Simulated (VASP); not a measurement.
These are rev-vdW-DF2, VASP's PBE PAW potentials (set 64) (plane waves; VASP) values and carry that method's errors.

The input files of a VASP run:

INCAR:
```
ZAB_VDW = -1.8867
PARAM1 = 0.1234568
ENCUT = 520   # plane-wave cut-off (eV)
NSW = 60
EDIFFG = -0.01   # ionic stop
LUSE_VDW = T
AGGAC = 0.0
PREC = Accurate
LREAL = F   # projection in real space or not
PARAM2 = 0.7114
IBRION = 2   # conjugate gradients
GGA = MK
SYSTEM = Ba
LWAVE = F
EDIFF = 1E-6
NELM = 100   # most electronic steps
SIGMA = 0.1
LCHARG = F
ISIF = 3   # ions, shape and volume
ISMEAR = 1
LMAXMIX = 4   # l cut-off of mixed one-centre charges
ALGO = Normal   # blocked Davidson
LASPH = T
```

### KPOINTS
```
Automatic mesh
0
Gamma
9 9 9
0 0 0
```

File POSCAR:
```
Ba
1
   -2.5100000000     2.5100000000     2.5100000000
    2.5100000000    -2.5100000000     2.5100000000
    2.5100000000     2.5100000000    -2.5100000000
Ba
1
Direct
  0.0000000000   0.0000000000   0.0000000000
```

POTCAR, in this order: Ba_sv (PBE.64 set). Program: vasp_std.

The resulting files:

**OUTCAR**
```
 ion  position               nearest neighbor table
   1  0.000  0.000  0.000-
  LATTYP: Found a body centered cubic cell.
 ALAT       =     5.0200000000
 Subroutine PRICEL returns:
 Original cell was already a primitive cell.
 Subroutine GETGRP returns: Found 48 space group operations
The static configuration has the point symmetry O_h .
The dynamic configuration has the point symmetry O_h .
 Subroutine INISYM returns: Found 48 space group operations
 Subroutine IBZKPT returns following result:
 Found     35 irreducible k-points:

 Following reciprocal coordinates:
            Coordinates               Weight
  0.000000  0.000000  0.000000      1.000000
  0.111111  0.000000  0.000000     12.000000
  0.222222  0.000000  0.000000     12.000000
  0.333333  0.000000  0.000000     12.000000
  0.444444  0.000000  0.000000     12.000000
  0.111111  0.111111  0.000000     24.000000
  0.222222  0.111111  0.000000     48.000000
  0.333333  0.111111  0.000000     48.000000
  0.444444  0.111111  0.000000     24.000000
  0.222222  0.222222  0.000000     24.000000
  0.333333  0.222222  0.000000     48.000000
  0.333333  0.333333  0.000000      8.000000
  0.111111  0.111111  0.111111      8.000000
  0.222222  0.111111  0.111111     24.000000
  0.333333  0.111111  0.111111     24.000000
 -0.111111  0.111111  0.111111      6.000000
  0.222222  0.222222  0.111111     24.000000
  0.333333  0.222222  0.111111     24.000000
 -0.222222  0.222222  0.111111     24.000000
 -0.333333  0.333333  0.111111     24.000000
 -0.222222  0.333333  0.111111     24.000000
 -0.444444  0.444444  0.111111     24.000000
 -0.333333  0.444444  0.111111     48.000000
 -0.444444 -0.444444  0.111111     24.000000
 -0.333333 -0.444444  0.111111     24.000000
  0.222222  0.222222  0.222222      8.000000
 -0.222222  0.222222  0.222222      6.000000
 -0.333333  0.333333  0.222222     24.000000
 -0.444444  0.444444  0.222222     24.000000
 -0.333333  0.444444  0.222222     24.000000
 -0.444444 -0.444444  0.222222     24.000000
 -0.333333  0.333333  0.333333      6.000000
 -0.444444  0.444444  0.333333     24.000000
 -0.444444 -0.444444  0.333333      8.000000
 -0.444444  0.444444  0.444444      6.000000
   k-points           NKPTS =     35   k-points in BZ     NKDIM =     35   number of bands    NBANDS=      9
   number of dos      NEDOS =    301   number of ions     NIONS =      1
   total plane-waves  NPLWV =  32768
   dimension x,y,z NGX =    32 NGY =   32 NGZ =   32
   dimension x,y,z NGXF=    64 NGYF=   64 NGZF=   64
   ions per type =               1
   PREC   = accura    normal or accurate (medium, high low for compatibility)
   ISTART =      0    job   : 0-new  1-cont  2-samecut
   ICHARG =      2    charge: 1-file 2-atom 10-const
   ISPIN  =      1    spin polarized calculation?
   LNONCOLLINEAR =      F non collinear calculations
   LSORBIT =      F    spin-orbit coupling
   INIWAV =      1    electr: 0-lowe 1-rand  2-diag
   ENCUT  =  520.0 eV  38.22 Ry    6.18 a.u.   8.08  8.08  8.08*2*pi/ulx,y,z
   NELM   =    100;   NELMIN=  2; NELMDL= -5     # of ELM steps
   EDIFF  = 0.1E-05   stopping-criterion for ELM
   LREAL  =      F    real-space projection
   NLSPLINE    = F    spline interpolate recip. space projectors
   LMAXMIX     =    4 max onsite mixed and CHGCAR
   VOSKOWN=      0    Vosko Wilk Nusair interpolation
   EDIFFG = -.1E-01   stopping-criterion for IOM
   NSW    =     60    number of steps for IOM
   NBLOCK =      1;   KBLOCK =     60    inner block; outer block
   IBRION =      2    ionic relax: 0-MD 1-quasi-New 2-CG
   NFREE  =      1    steps in history (QN), initial steepest desc. (CG)
...
```

OSZICAR:
```
       N       E                     dE             d eps       ncg     rms          rms(c)
DAV:   1     0.601485689627E+02    0.60149E+02   -0.43895E+03   630   0.918E+02
DAV:   2     0.234242559426E+01   -0.57806E+02   -0.56843E+02   772   0.149E+02
DAV:   3     0.640676773188E-01   -0.22784E+01   -0.22712E+01   831   0.350E+01
DAV:   4     0.124055432759E-01   -0.51662E-01   -0.51570E-01   947   0.430E+00
DAV:   5     0.120929458786E-01   -0.31260E-03   -0.31257E-03   904   0.253E-01    0.165E+00
DAV:   6     0.110824769258E-01   -0.10105E-02   -0.28160E-03   907   0.671E-01    0.999E-01
DAV:   7     0.819938174402E-02   -0.28831E-02   -0.98829E-03   687   0.130E+00    0.593E-02
DAV:   8     0.781939831120E-02   -0.37998E-03   -0.72170E-04   906   0.278E-01    0.292E-02
DAV:   9     0.781792759494E-02   -0.14707E-05   -0.14271E-05   907   0.315E-02    0.774E-03
DAV:  10     0.781629029746E-02   -0.16373E-05   -0.80231E-06   783   0.219E-02    0.140E-03
DAV:  11     0.781623741091E-02   -0.52887E-07   -0.41021E-07   421   0.455E-03
   1 F= 0.78162374E-02 E0= 0.84180898E-02  d E =0.781624E-02
       N       E                     dE             d eps       ncg     rms          rms(c)
DAV:   1    -0.482782507703E-01   -0.56095E-01   -0.15362E+00   631   0.101E+01    0.999E-01
DAV:   2    -0.716798180508E-02    0.41110E-01   -0.73286E-02   635   0.263E+00    0.463E-01
DAV:   3     0.414524163784E-02    0.11313E-01   -0.67072E-02   924   0.177E+00    0.140E-01
DAV:   4     0.401267335928E-02   -0.13257E-03   -0.26730E-04   674   0.167E-01    0.119E-01
DAV:   5     0.335863530199E-02   -0.65404E-03   -0.66779E-04   883   0.194E-01    0.236E-02
DAV:   6     0.335819654595E-02   -0.43876E-06   -0.71990E-06   696   0.216E-02
   2 F= 0.33581965E-02 E0= 0.39437233E-02  d E =-.445804E-02
       N       E                     dE             d eps       ncg     rms          rms(c)
DAV:   1    -0.430776288601E-01   -0.46436E-01   -0.13348E+00   631   0.941E+00    0.934E-01
DAV:   2    -0.731169529081E-02    0.35766E-01   -0.64118E-02   633   0.246E+00    0.432E-01
DAV:   3     0.249421824083E-02    0.98059E-02   -0.57902E-02   922   0.165E+00    0.132E-01
DAV:   4     0.237502562982E-02   -0.11919E-03   -0.23275E-04   667   0.156E-01    0.112E-01
DAV:   5     0.180560688818E-02   -0.56942E-03   -0.57960E-04   880   0.180E-01    0.222E-02
DAV:   6     0.180533303012E-02   -0.27386E-06   -0.60514E-06   675   0.198E-02
   3 F= 0.18053330E-02 E0= 0.22882486E-02  d E =-.601090E-02
```

### OUTCAR
```
------------------------ aborting loop because EDIFF is reached ----------------------------------------
  FORCE on cell =-STRESS in cart. coord.  units (eV):
  Direction    XX          YY          ZZ          XY          YZ          ZX
  --------------------------------------------------------------------------------------
  Total       -0.0094808     -0.0094808     -0.0094808      0.0000000     -0.0000000      0.0000000
  in kB       -0.2540908     -0.2540908     -0.2540908      0.0000000     -0.0000000      0.0000000
  external PRESSURE =      -0.2540908 kB  Pullay stress =       0.0000000 kB
  volume of cell :       59.78
      direct lattice vectors                 reciprocal lattice vectors
    -2.463210752  2.463210752  2.463210752     0.000000000  0.202987097  0.202987097
     2.463210752 -2.463210752  2.463210752     0.202987097  0.000000000  0.202987097
     2.463210752  2.463210752 -2.463210752     0.202987097  0.202987097  0.000000000
 POSITION                                       TOTAL-FORCE (eV/Angst)
 -----------------------------------------------------------------------------------
      0.00000      0.00000      0.00000         0.000000     -0.000000      0.000000
 -----------------------------------------------------------------------------------
    total drift:                                0.000000      0.000000      0.000000
  FREE ENERGIE OF THE ION-ELECTRON SYSTEM (eV)
  ---------------------------------------------------
  free  energy   TOTEN  =         0.0018053330 eV

  energy  without entropy=        0.0032540799  energy(sigma->0) =        0.00228825

 reached required accuracy - stopping structural energy minimisation
```
(Selected blocks of OUTCAR.)

File CONTCAR:
```
Ba
   1.00000000000000
    -2.4632107518123663    2.4632107518123663    2.4632107518123663
     2.4632107518123663   -2.4632107518123663    2.4632107518123663
     2.4632107518123663    2.4632107518123663   -2.4632107518123663
  Ba
     1
Direct
     0.0000000000000000    0.0000000000000000    0.0000000000000000
```

Energy and stress use the plane-wave basis of the starting cell.

The compound is Ba in the bcc structure. This run relaxes it. Symmetry was kept, so distortions that lower it aren't found.
